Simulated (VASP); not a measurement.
A VASP calculation is set up with these files.

INCAR:
```
SYSTEM = HfB2
PREC = Accurate
ENCUT = 520
EDIFF = 1E-6
NELM = 100
ALGO = Normal
LREAL = .FALSE.
LASPH = .TRUE.
ISMEAR = 1
SIGMA = 0.1
GGA = PE
LMAXMIX = 6
LWAVE = .FALSE.
LCHARG = .FALSE.
ISIF = 2
```

POSCAR:
```
HfB2
1
    2.9668290000    -5.1386990040     0.0000000000
    2.9668290000     5.1386990040     0.0000000000
    0.0000000000     0.0000000000     6.5761560000
Hf B
1 2
Direct
  0.0000000000   0.0000000000   0.0000000000
  0.3333330000   0.6666670000   0.5000000000
  0.6666670000   0.3333330000   0.5000000000
```

**KPOINTS**
```
Automatic mesh
0
Gamma
4 4 3
0 0 0
```

POTCAR, in this order: Hf_pv B (PBE.64 set). Program: vasp_std.

Output

standard output:
```
 POSCAR found type information on POSCAR HfB
 POSCAR found :  2 types and       3 ions
 Reading from existing POTCAR
 Reading from existing POTCAR
 LDA part: xc-table for (Slater+PW92), standard interpolation
 POSCAR, INCAR and KPOINTS ok, starting setup
 WAVECAR not read
 entering main loop
       N       E                     dE             d eps       ncg     rms          rms(c)
DAV:   1     0.149014076818E+02    0.14901E+02   -0.69113E+03   256   0.965E+02
DAV:   2    -0.746875682216E+01   -0.22370E+02   -0.21244E+02   244   0.111E+02
DAV:   3    -0.985621867636E+01   -0.23875E+01   -0.21182E+01   272   0.254E+01
DAV:   4    -0.100272751990E+02   -0.17106E+00   -0.16670E+00   332   0.536E+00
DAV:   5    -0.100308210360E+02   -0.35458E-02   -0.35187E-02   284   0.698E-01    0.671E+00
DAV:   6    -0.857911865061E+01    0.14517E+01   -0.50209E+01   384   0.125E+01    0.781E+00
DAV:   7    -0.613086391648E+01    0.24483E+01   -0.14301E+01   364   0.901E+00    0.340E+00
DAV:   8    -0.659479523831E+01   -0.46393E+00   -0.35473E+00   336   0.485E+00    0.475E+00
DAV:   9    -0.753174652739E+01   -0.93695E+00   -0.19927E+00   376   0.297E+00    0.576E+00
DAV:  10    -0.693564261412E+01    0.59610E+00   -0.40721E-01   324   0.211E+00    0.583E+00
DAV:  11    -0.663680694197E+01    0.29884E+00   -0.32957E-01   280   0.250E+00    0.625E+00
DAV:  12    -0.664532823547E+01   -0.85213E-02   -0.34859E-02   348   0.635E-01    0.573E+00
DAV:  13    -0.657975091898E+01    0.65577E-01   -0.13420E-02   376   0.264E-01    0.550E+00
DAV:  14    -0.632180058295E+01    0.25795E+00   -0.22325E-01   368   0.906E-01    0.389E+00
DAV:  15    -0.615103799475E+01    0.17076E+00   -0.47087E-01   376   0.966E-01    0.202E+00
DAV:  16    -0.620270332647E+01   -0.51665E-01   -0.93751E-02   364   0.598E-01    0.258E+00
DAV:  17    -0.624845275640E+01   -0.45749E-01   -0.70406E-02   372   0.557E-01    0.307E+00
DAV:  18    -0.613488627296E+01    0.11357E+00   -0.73331E-01   380   0.120E+00    0.647E-01
DAV:  19    -0.616220306606E+01   -0.27317E-01   -0.11305E-01   380   0.662E-01    0.153E+00
DAV:  20    -0.614406126031E+01    0.18142E-01   -0.20020E-02   356   0.390E-01    0.109E+00
DAV:  21    -0.613042250824E+01    0.13639E-01   -0.50308E-02   360   0.477E-01    0.392E-01
DAV:  22    -0.613191398411E+01   -0.14915E-02   -0.28213E-03   312   0.165E-01    0.426E-01
DAV:  23    -0.613009616086E+01    0.18178E-02   -0.22175E-02   376   0.244E-01    0.166E-01
DAV:  24    -0.612965519068E+01    0.44097E-03   -0.16024E-03   312   0.147E-01    0.933E-02
DAV:  25    -0.612973937478E+01   -0.84184E-04   -0.14715E-04   272   0.386E-02    0.971E-02
DAV:  26    -0.612966100038E+01    0.78374E-04   -0.21411E-04   364   0.239E-02    0.478E-02
DAV:  27    -0.612964694293E+01    0.14057E-04   -0.26904E-05   376   0.145E-02    0.373E-02
DAV:  28    -0.612963694246E+01    0.10000E-04   -0.24484E-04   376   0.219E-02    0.182E-02
DAV:  29    -0.612963313734E+01    0.38051E-05   -0.72935E-06   312   0.107E-02    0.136E-02
DAV:  30    -0.612963142763E+01    0.17097E-05   -0.11545E-05   380   0.476E-03    0.562E-03
DAV:  31    -0.612963231929E+01   -0.89165E-06   -0.23015E-06   308   0.315E-03
   1 F= -.61296323E+01 E0= -.61266404E+01  d E =-.897578E-02
```

### OUTCAR
```
------------------------ aborting loop because EDIFF is reached ----------------------------------------
  FORCE on cell =-STRESS in cart. coord.  units (eV):
  Direction    XX          YY          ZZ          XY          YZ          ZX
  --------------------------------------------------------------------------------------
  Total       -5.3896070     -5.3896079     -4.0142803      0.0000000     -0.0000000      0.0000000
  in kB      -43.0645470    -43.0645543    -32.0752817      0.0000000     -0.0000000      0.0000000
  external PRESSURE =     -39.4014610 kB  Pullay stress =       0.0000000 kB
  volume of cell :      200.52
      direct lattice vectors                 reciprocal lattice vectors
     2.966829000 -5.138699004  0.000000000     0.168530104 -0.097300893  0.000000000
     2.966829000  5.138699004  0.000000000     0.168530104  0.097300893  0.000000000
     0.000000000  0.000000000  6.576156000     0.000000000  0.000000000  0.152064519
 POSITION                                       TOTAL-FORCE (eV/Angst)
 -----------------------------------------------------------------------------------
      0.00000      0.00000      0.00000        -0.000000      0.000000      0.000000
      2.96683      1.71290      3.28808         0.000000     -0.000000      0.000000
      2.96683     -1.71290      3.28808        -0.000000      0.000000      0.000000
 -----------------------------------------------------------------------------------
    total drift:                                0.000000      0.000000      0.000000
  FREE ENERGIE OF THE ION-ELECTRON SYSTEM (eV)
  ---------------------------------------------------
  free  energy   TOTEN  =        -6.1296323193 eV

  energy  without entropy=       -6.1206565349  energy(sigma->0) =       -6.12664039
```
(Selected blocks of OUTCAR.)

Q: The run ends quietly. Is anything wrong with it?

A: The cause: the lattice was typed in bohr, and VASP reads ångström. The run ends without an error. Against the sound run, the energy per atom (σ→0) goes up by 6.754 eV/atom; the pressure falls by 4.97 GPa; the volume goes up by 570 %. To mend it, correct POSCAR, correct KPOINTS.
### POSCAR
```
HfB2
1
    1.5700000000    -2.7193200000     0.0000000000
    1.5700000000     2.7193200000     0.0000000000
    0.0000000000     0.0000000000     3.4800000000
Hf B
1 2
Direct
  0.0000000000   0.0000000000   0.0000000000
  0.3333330000   0.6666670000   0.5000000000
  0.6666670000   0.3333330000   0.5000000000
```
**KPOINTS**
```
Automatic mesh
0
Gamma
9 9 7
0 0 0
```
The mended run (PBE GGA, plane waves, VASP's PBE PAW potentials (set 64)) converges, and its OSZICAR ends with
```
   1 F= -.26388137E+02 E0= -.26388142E+02  d E =0.129277E-04
```

The compound is HfB2 in the AlB2 type structure. The cell was not relaxed at this level.
